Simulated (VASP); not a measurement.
Data:

```xyz
2
Lattice="0.0000 2.2558 2.2558 2.2558 0.0000 2.2558 2.2558 2.2558 0.0000" Properties=species:S:1:pos:R:3 pbc="T T T"
Hf     0.0000     0.0000     0.0000
N      2.2558     2.2558     2.2558
```

These are r2SCAN meta-GGA, VASP's PBE PAW potentials (set 64) (plane waves; VASP) values and carry that method's errors. Settings: 600 eV cut-off, 14×14×14 Γ-centred mesh, first-order Methfessel-Paxton smearing of 0.10 eV, potentials Hf_pv N.

Energy and stress use the plane-wave basis of the starting cell.

### Question
The ions, cell shape and volume at an external pressure of 10.0 GPa are relaxed. Which structure does the run end with?

### Answer

```xyz
2
Lattice="0.0000 2.2318 2.2318 2.2318 0.0000 2.2318 2.2318 2.2318 0.0000" Properties=species:S:1:pos:R:3 pbc="T T T"
Hf     2.2318     4.4636     2.2318
N      2.2318     2.2318     2.2318
```
Space group Fm-3m (225), at a tolerance of 0.03 Å.

### Question
How do energy and volume change from the first to the last step?

### Answer
The energy (σ→0) changes by +11.1 meV/atom and the volume by -3.2 %, in 4 ionic steps.

The compound is HfN in the rock salt structure. This run relaxes it under an external pressure of 10 GPa. Symmetry was kept, so distortions that lower it aren't found. The electron count is odd and the run is not spin-polarised, which forces a metal.
